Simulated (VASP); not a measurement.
Data:

```
AuCu
1.0
    2.80000     0.00000     0.00000
    0.00000     2.80000     0.00000
    0.00000     0.00000     3.67000
Cu Au
1 1
Cartesian
  0.00000   0.00000   0.00000
  1.40000   1.40000   1.83500
```

These are PBE GGA, VASP's PBE PAW potentials (set 64) (plane waves; VASP 6.6.1) values and carry that method's errors. Numerical set-up: 400 eV cut-off, 1×1×1 Γ-centred mesh, first-order Methfessel-Paxton smearing of 0.10 eV, potentials Cu Au.

Give the stress tensor in GPa (positive for a compressed cell).

```
16.88   0.00   0.00
 0.00  16.88   0.00
 0.00   0.00  13.56
```
The pressure is its mean diagonal, 15.77 GPa.

The compound is CuAu in the L1_0 structure. The cell was not relaxed at this level. The k-mesh is coarse (spacing up to 2.24 per Å, 2π included), so the numbers may not be converged in it. The run is one of a series of settings (KPOINTS 1×1×1 Γ-centred mesh against the base run), some of them coarse on purpose.
